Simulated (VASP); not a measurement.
# AgPdS2 (Pmmm) in VASP: notebook

Runs on AgPdS2. Level: PBEsol. Tasks: single point.

Everything below comes from runs of VASP 6.6.1. Logs are shortened: lines on timing, memory, paths and dates and some standing lists are left out, and cuts for length are marked.

## Step 1: The cell of the first run

Symmetry: Pmmm, No. 47, orthorhombic system. The conventional cell has a = 3.372 Å, b = 3.952 Å, c = 5.997 Å, α = 90.00°, β = 90.00°, γ = 90.00°. Ag (site symmetry mmm) has 4 S at 2.75 Å as nearest neighbours. Pd (site symmetry mmm) is surrounded by 4 S at 2.00 Å. S (site symmetry mm2) is surrounded by 2 Pd at 2.00 Å and 1 S at 2.17 Å.

The cell comes from a database or a generator and needn't be the stable form of this composition.

## Step 2: Single point, PBEsol (O replaced by S, lengths x 1.112, strained and moved within the space group)

Contents of INCAR:

```
ALGO = Fast ; EDIFF = 1E-6
ENCUT = 520 ; GGA = PS
ISIF = 2 ; ISMEAR = 0
LASPH = True ; LCHARG = False
LREAL = False ; LWAVE = False
NBANDS = 24 ; NELM = 100
PREC = Accurate ; SIGMA = 0.1
```

Contents of KPOINTS:

```
k-points
0
Gamma
  6 4 4
```

Contents of POSCAR:

```
AgPdS2
1.0
    3.3718643858      0.0000000000      0.0000000000
    0.0000000000      3.9522155770      0.0000000000
    0.0000000000      0.0000000000      5.9966823377
Ag Pd S
1 1 2
Direct
    0.5000000000      0.5000000000      0.5000000000
    0.0000000000      0.0000000000      0.0000000000
    0.5000000000      0.0000000000      0.1808490519
    0.5000000000      0.0000000000      0.8191509481
```

Potentials or basis: VASP PAW PBE potentials, release 64 (Ag, Pd, S).

Run with:

```
$ cat potpaw_PBE.64/Ag/POTCAR potpaw_PBE.64/Pd/POTCAR potpaw_PBE.64/S/POTCAR > POTCAR
$ mpirun -np 1 vasp_std > vasp.out
```

OUTCAR:

```text
EDIFF = 1E-6
   ENCUT = 520
   GGA = PS
   ISIF = 2
   ISMEAR = 0
   LASPH = True
   LREAL = False
   NELM = 100
   PREC = Accurate

 ion  position               nearest neighbor table
   1  0.500  0.500  0.500-   3 2.75   4 2.75   3 2.75   4 2.75
   2  0.000  0.000  0.000-   3 2.00   4 2.00   3 2.00   4 2.00
   3  0.500  0.000  0.181-   2 2.00   2 2.00   4 2.17   1 2.75   1 2.75
   4  0.500  0.000  0.819-   2 2.00   2 2.00   3 2.17   1 2.75   1 2.75

  LATTYP: Found a simple orthorhombic cell.
 ALAT       =     3.3718643858
 B/A-ratio  =     1.1721158163
 C/A-ratio  =     1.7784470701

  Lattice vectors:

 A1 = (   3.3718643858,   0.0000000000,   0.0000000000)
 A2 = (   0.0000000000,   3.9522155770,   0.0000000000)
 A3 = (   0.0000000000,   0.0000000000,   5.9966823377)

Analysis of symmetry for initial positions (statically):
=====================================================================
 Subroutine PRICEL returns:
 Original cell was already a primitive cell.

 Routine SETGRP: Setting up the symmetry group for a
 simple orthorhombic supercell.

 Subroutine GETGRP returns: Found  8 space group operations
 (whereof  8 operations were pure point group operations)
 out of a pool of  8 trial point group operations.

The static configuration has the point symmetry D_2h.

Analysis of symmetry for dynamics (positions and initial velocities):
=====================================================================
 Subroutine PRICEL returns:
 Original cell was already a primitive cell.

 Routine SETGRP: Setting up the symmetry group for a
 simple orthorhombic supercell.

 Subroutine GETGRP returns: Found  8 space group operations
 (whereof  8 operations were pure point group operations)
 out of a pool of  8 trial point group operations.

The dynamic configuration has the point symmetry D_2h.

 Subroutine INISYM returns: Found  8 space group operations
 (whereof  8 operations are pure point group operations),
 and found     1 'primitive' translations

----------------------------------------------------------------------------------------

                                     Primitive cell

  volume of cell :      79.9138

  direct lattice vectors                    reciprocal lattice vectors
[... 84 lines left out ...]
   ICHARG =      2    charge: 1-file 2-atom 10-const
   ISPIN  =      1    spin polarized calculation?
   LNONCOLLINEAR =      F non collinear calculations
   LSORBIT =      F    spin-orbit coupling
   LASPH  =      T    aspherical Exc in radial PAW
   ENCUT  =  520.0 eV  38.22 Ry    6.18 a.u.   6.27  7.35 11.15*2*pi/ulx,y,z
   NELM   =    100;   NELMIN=  2; NELMDL= -5     # of ELM steps
   EDIFF  = 0.1E-05   stopping-criterion for ELM
   LREAL  =      F    real-space projection
   EDIFFG = 0.1E-04   stopping-criterion for IOM
   NSW    =      0    number of steps for IOM
   IBRION =     -1    ionic relax: 0-MD 1-quasi-New 2-CG
   NFREE  =      0    steps in history (QN), initial steepest desc. (CG)
   ISIF   =      2    stress and relaxation
   ISYM   =      2    0-nonsym 1-usesym 2-fastsym
   POTIM  = 0.5000    time-step for ionic-motion
   TEBEG  =    0.0;   TEEND  =   0.0 temperature during run
   PSTRESS=    0.0 pullay stress
   NELECT =      33.0000    total number of electrons
   NUPDOWN=      -1.0000    fix difference up-down
   EMIN   =  10.00;   EMAX   =-10.00  energy-range for DOS
   EFERMI =   0.00;   METHOD = LEGACY
   ISMEAR =     0;   SIGMA  =   0.10  broadening in eV -4-tet -1-fermi 0-gaus
   EFERMI_NEDOS =   21; number of points for ismear=-14 and -15
   IALGO  =     68    algorithm
   IMIX   =      4    mixing-type and parameters
     AMIX     =   0.40;   BMIX     =  1.00
     AMIX_MAG =   1.60;   BMIX_MAG =  1.00
  volume/ion in A,a.u.               =      19.98       134.82
  Fermi-wavevector in a.u.,A,eV,Ry     =   1.219099  2.303763 20.221003  1.486202
  Thomas-Fermi vector in A             =   2.354363
   LORBIT       =      0    0 simple, 1 ext, 2 COOP (PROOUT), +10 PAW based schemes
   GGA     = PS    functional components
   LHFCALC =     F    Hartree Fock is set to
   AEXX    =    0.0000 exact exchange contribution
   IVDW    =     0    specifies the selected vdW correction
   LEPSILON=     F    determine dielectric tensor
   LRPA    =     F    only Hartree local field effects (RPA)
 non-spin polarized calculation
 RMM-DIIS sequential band-by-band and
 Gauss-broadening in eV      SIGMA  =   0.10
  energy-cutoff  :      520.00
  volume of cell :       79.91
 maximum number of plane-waves:      2177
 NGX is ok and might be reduce to    28
   NGX = 13   NGY = 15   NGZ = 23

 number of electron      32.9999999 magnetization

 Free energy of the ion-electron system (eV)
  ---------------------------------------------------
  ext. energy  EPLUGINS =         0.00000000
  ---------------------------------------------------
  free energy    TOTEN  =       -14.49516396 eV

  energy without entropy =      -14.49063992  energy(sigma->0) =      -14.49290194

 E-fermi :   5.8575     XC(G=0): -10.2659

 val. band max:        5.8538904899   @ k =   0.0000   0.0000   0.5000
 cond. band min:       5.9291422773   @ k =   0.3333   0.0000   0.0000
 fundamental gap:      0.0752517874
 Fermi energy:         5.8574884648

 k-point     1 :       0.0000    0.0000    0.0000
  band No.  band energies     occupation
      1     -11.8070      2.00000
      2      -6.6141      2.00000
      3      -3.2315      2.00000
      4      -3.0930      2.00000
      5       0.3624      2.00000
      6       1.2596      2.00000
[... 637 lines left out ...]
     23      14.0801      0.00000
     24      14.6855      0.00000

 [... further k-points ...]
[... 5 lines left out ...]
  --------------------------------------------------------------------------------------
  -------------------------------------------------------------------------------------
  Total       37.3629938     -2.9695412     17.0041160     -0.0000000      0.0000000      0.0000000
  in kB      749.0839333    -59.5357976    340.9124581     -0.0000000      0.0000000      0.0000000
  external PRESSURE =     343.4868646 kB  Pullay stress =       0.0000000 kB

 VOLUME and BASIS-vectors are now :
 -----------------------------------------------------------------------------
  energy-cutoff  :      520.00
  volume of cell :       79.91
      direct lattice vectors                 reciprocal lattice vectors
     3.371864386  0.000000000  0.000000000     0.296571833  0.000000000  0.000000000
     0.000000000  3.952215577  0.000000000     0.000000000  0.253022635  0.000000000
     0.000000000  0.000000000  5.996682338     0.000000000  0.000000000  0.166758875

 POSITION                                       TOTAL-FORCE (eV/Angst)
 -----------------------------------------------------------------------------------
      1.68593      1.97611      2.99834        -0.000000      0.000000      0.000000
      0.00000      0.00000      0.00000        -0.000000      0.000000      0.000000
      1.68593      0.00000      1.08449         0.000000      0.000000     10.203480
      1.68593      0.00000      4.91219        -0.000000      0.000000    -10.203480
 -----------------------------------------------------------------------------------
    total drift:                                0.000000      0.000000      0.000000

  FREE ENERGIE OF THE ION-ELECTRON SYSTEM (eV)
  ---------------------------------------------------
  free  energy   TOTEN  =       -14.4951639633 eV

  energy  without entropy=      -14.4906399223  energy(sigma->0) =      -14.49290194
```

stdout:

```text
POSCAR found type information on POSCAR AgPdS
 POSCAR found :  3 types and       4 ions
 scaLAPACK will be used
 -----------------------------------------------------------------------------
|                                                                             |
|                                                                             |
|     You enforced a specific xc type in the INCAR file but a different       |
|     I HOPE YOU KNOW WHAT YOU ARE DOING!                                     |
|                                                                             |
 -----------------------------------------------------------------------------

 LDA part: xc-table for (Slater+PW92), standard interpolation
 POSCAR, INCAR and KPOINTS ok, starting setup
 FFT: planning ... GRIDC
 FFT: planning ... GRID_SOFT
 FFT: planning ... GRID
 WAVECAR not read
 entering main loop
```

Wall time 27 s (1 thread of Intel Xeon 6975P-C (Granite Rapids), shared host); peak memory 0.23 GiB.

What came out:

* Free energy: -14.4952 eV
* Pressure: 34.3 GPa
* Largest force: 10.203 eV/Å
* Band gap on the k mesh: none (metal or under the smearing width)

Forces on the atoms (eV/Å):
```
Ag    0.000   0.000   0.000
Pd    0.000   0.000   0.000
S     0.000   0.000  10.203
S     0.000   0.000 -10.203
```

Stress tensor (GPa, compression positive):
```
74.91  0.00  0.00
 0.00 -5.95  0.00
 0.00  0.00 34.09
```

Caveat: the k mesh is coarse (spacing up to 0.40 Å⁻¹), so the values aren't converged; so large a pressure means that the cell lies far from this level's equilibrium, or that cutoff or potentials fall short; the potentials were made for another functional, which shifts forces and pressure.

## Step 3: Single point, PBEsol (O replaced by S, lengths x 1.112, strained and moved within the space group)

Contents of INCAR:

```
SYSTEM = AgPdS2
ALGO = Fast ; EDIFF = 1E-7
ENCUT = 520 ; GGA = PS
ISIF = 2 ; ISMEAR = 0
LASPH = .TRUE. ; LCHARG = .FALSE.
LREAL = .FALSE. ; LWAVE = .FALSE.
NBANDS = 24 ; NELM = 100
PREC = Accurate ; SIGMA = 0.1
```

Contents of KPOINTS:

```
k-points
0
G
  12 12 8
  0 0 0
```

Contents of POSCAR:

```
AgPdS2
1.0
    3.4600399865      0.0000000000      0.0000000000
    0.0000000000      3.9108449628      0.0000000000
    0.0000000000      0.0000000000      6.2464586308
Ag Pd S
1 1 2
Direct
    0.5000000000      0.5000000000      0.5000000000
    0.0000000000      0.0000000000      0.0000000000
    0.5000000000      0.0000000000      0.2616889647
    0.5000000000      0.0000000000      0.7383110353
```

Potentials or basis: VASP PAW PBE potentials, release 64 (Ag, Pd, S).

Run with:

```
$ cat potpaw_PBE.64/Ag/POTCAR potpaw_PBE.64/Pd/POTCAR potpaw_PBE.64/S/POTCAR > POTCAR
$ mpirun -np 1 vasp_std > vasp.out
```

OUTCAR:

```text
SYSTEM = AgPdS2
   EDIFF = 1E-7
   ENCUT = 520
   GGA = PS
   ISIF = 2
   ISMEAR = 0
   LASPH = .TRUE.
   LREAL = .FALSE.
   NELM = 100
   PREC = Accurate

 ion  position               nearest neighbor table
   1  0.500  0.500  0.500-   3 2.46   4 2.46   3 2.46   4 2.46
   2  0.000  0.000  0.000-   3 2.38   4 2.38   3 2.38   4 2.38
   3  0.500  0.000  0.262-   2 2.38   2 2.38   1 2.46   1 2.46
   4  0.500  0.000  0.738-   2 2.38   2 2.38   1 2.46   1 2.46

  LATTYP: Found a simple orthorhombic cell.
 ALAT       =     3.4600399865
 B/A-ratio  =     1.1302889499
 C/A-ratio  =     1.8053140008

  Lattice vectors:

 A1 = (   3.4600399865,   0.0000000000,   0.0000000000)
 A2 = (   0.0000000000,   3.9108449628,   0.0000000000)
 A3 = (   0.0000000000,   0.0000000000,   6.2464586308)

Analysis of symmetry for initial positions (statically):
=====================================================================
 Subroutine PRICEL returns:
 Original cell was already a primitive cell.

 Routine SETGRP: Setting up the symmetry group for a
[... 172 lines left out ...]

  energy without entropy =      -18.59528996  energy(sigma->0) =      -18.59851623

 E-fermi :   4.8902     XC(G=0): -10.1573

 val. band max:        4.8884294870   @ k =   0.1667   0.4167   0.2500
 cond. band min:       4.9030083598   @ k =   0.4167   0.1667   0.0000
 fundamental gap:      0.0145788728
 Fermi energy:         4.8902258561

 k-point     1 :       0.0000    0.0000    0.0000
  band No.  band energies     occupation
      1      -9.2488      2.00000
      2      -7.6467      2.00000
      3      -2.4306      2.00000
      4      -1.2670      2.00000
      5      -0.2097      2.00000
      6       0.2285      2.00000
[... 637 lines left out ...]
     23      12.3541      0.00000
     24      13.1680      0.00000

 [... further k-points ...]

------------------------ aborting loop because EDIFF is reached ----------------------------------------

  FORCE on cell =-STRESS in cart. coord.  units (eV):
  Direction    XX          YY          ZZ          XY          YZ          ZX
  --------------------------------------------------------------------------------------
  -------------------------------------------------------------------------------------
  Total       -2.6139569     -1.5150972     -2.4192589      0.0000000      0.0000000      0.0000000
  in kB      -49.5476910    -28.7187473    -45.8571792      0.0000000      0.0000000      0.0000000
  external PRESSURE =     -41.3745392 kB  Pullay stress =       0.0000000 kB

 VOLUME and BASIS-vectors are now :
 -----------------------------------------------------------------------------
  energy-cutoff  :      520.00
  volume of cell :       84.53
      direct lattice vectors                 reciprocal lattice vectors
     3.460039986  0.000000000  0.000000000     0.289014001  0.000000000  0.000000000
     0.000000000  3.910844963  0.000000000     0.000000000  0.255699218  0.000000000
     0.000000000  0.000000000  6.246458631     0.000000000  0.000000000  0.160090710

 POSITION                                       TOTAL-FORCE (eV/Angst)
 -----------------------------------------------------------------------------------
      1.73002      1.95542      3.12323         0.000000      0.000000      0.000000
      0.00000      0.00000      0.00000         0.000000      0.000000      0.000000
      1.73002      0.00000      1.63463         0.000000     -0.000000     -1.290039
      1.73002      0.00000      4.61183         0.000000      0.000000      1.290039
 -----------------------------------------------------------------------------------
    total drift:                                0.000000      0.000000      0.000000

  FREE ENERGIE OF THE ION-ELECTRON SYSTEM (eV)
  ---------------------------------------------------
  free  energy   TOTEN  =       -18.6017425060 eV

  energy  without entropy=      -18.5952899613  energy(sigma->0) =      -18.59851623
```

OSZICAR:

```text
N       E                     dE             d eps       ncg     rms          rms(c)
DAV:   1     0.191840637081E+03    0.19184E+03   -0.14947E+04 11760   0.122E+03
DAV:   2    -0.105647365206E+02   -0.20241E+03   -0.18955E+03 13744   0.266E+02
DAV:   3    -0.198114865773E+02   -0.92468E+01   -0.91527E+01 14800   0.577E+01
DAV:   4    -0.199358241753E+02   -0.12434E+00   -0.12430E+00 13704   0.737E+00
DAV:   5    -0.199386780403E+02   -0.28539E-02   -0.28537E-02 15216   0.111E+00    0.147E+01
RMM:   6    -0.187295348159E+02    0.12091E+01   -0.54209E+00 11761   0.137E+01    0.981E+00
RMM:   7    -0.186225741365E+02    0.10696E+00   -0.46007E-01 12164   0.433E+00    0.500E+00
RMM:   8    -0.186126622056E+02    0.99119E-02   -0.12595E-01 13212   0.234E+00    0.107E+00
RMM:   9    -0.186013148158E+02    0.11347E-01   -0.36060E-02 12913   0.120E+00    0.306E-01
RMM:  10    -0.186015952961E+02   -0.28048E-03   -0.74769E-03 13973   0.466E-01    0.191E-01
RMM:  11    -0.186017627472E+02   -0.16745E-03   -0.16301E-03 13040   0.271E-01    0.648E-02
RMM:  12    -0.186017213388E+02    0.41408E-04   -0.58414E-04 13542   0.150E-01    0.394E-02
RMM:  13    -0.186017399022E+02   -0.18563E-04   -0.17525E-04 14792   0.722E-02    0.158E-02
RMM:  14    -0.186017422963E+02   -0.23941E-05   -0.29658E-05 14270   0.305E-02    0.114E-02
RMM:  15    -0.186017423186E+02   -0.22368E-07   -0.65676E-06 13625   0.163E-02    0.271E-03
RMM:  16    -0.186017424622E+02   -0.14355E-06   -0.20482E-06 13455   0.792E-03    0.270E-03
RMM:  17    -0.186017425060E+02   -0.43764E-07   -0.40107E-07 10371   0.353E-03
   1 F= -.18601743E+02 E0= -.18598516E+02  d E =-.645254E-02
```

stdout:

```text
POSCAR found type information on POSCAR AgPdS
 POSCAR found :  3 types and       4 ions
 scaLAPACK will be used
 -----------------------------------------------------------------------------
|                                                                             |
|                                                                             |
|     You enforced a specific xc type in the INCAR file but a different       |
|     I HOPE YOU KNOW WHAT YOU ARE DOING!                                     |
|                                                                             |
 -----------------------------------------------------------------------------

 LDA part: xc-table for (Slater+PW92), standard interpolation
 POSCAR, INCAR and KPOINTS ok, starting setup
 FFT: planning ... GRIDC
 FFT: planning ... GRID_SOFT
 FFT: planning ... GRID
 WAVECAR not read
 entering main loop
```

It took 3.2 min on 1 thread of Intel Xeon 6975P-C (Granite Rapids), shared host; peak memory 0.59 GiB.

Results:

- Free energy: -18.6017 eV
- Pressure: -4.1 GPa
- Largest force: 1.290 eV/Å
- Band gap on the k mesh: none (metal or under the smearing width)

Forces on the atoms (eV/Å):
```
Ag   0.000  0.000  0.000
Pd   0.000  0.000  0.000
S    0.000  0.000 -1.290
S    0.000  0.000  1.290
```

Levels at points of the mesh, in eV from the Fermi level:
```csv
k point,band 12,band 13,band 14,band 15,band 16,band 17,band 18,band 19,band 20,band 21
"(0.00, 0.00, 0.00)",-2.47,-1.95,-1.87,-1.82,-0.82,1.26,2.12,2.21,4.80,6.05
"(0.50, 0.00, 0.00)",-2.70,-2.21,-2.14,-1.72,-0.94,0.68,2.05,2.36,4.47,6.02
"(0.00, 0.50, 0.00)",-2.73,-2.09,-1.08,-1.04,-1.04,0.54,1.95,1.97,5.48,6.11
"(0.50, 0.50, 0.00)",-2.95,-2.29,-2.04,-2.03,-1.54,-0.74,1.39,2.81,4.81,5.75
"(0.00, 0.00, 0.50)",-2.45,-1.95,-1.55,-1.01,-0.94,-0.16,1.08,3.04,4.47,6.56
"(0.50, 0.00, 0.50)",-2.70,-2.25,-2.17,-2.12,-1.49,1.03,1.33,3.61,5.41,5.48
"(0.00, 0.50, 0.50)",-3.48,-2.07,-1.79,-1.58,-1.21,0.00,1.80,4.10,4.71,6.22
"(0.50, 0.50, 0.50)",-2.49,-2.44,-2.04,-1.11,-0.84,-0.74,0.80,2.43,3.52,6.22
```

Caveat: the PAW data sets were made with another functional, which shifts forces and pressure a little.
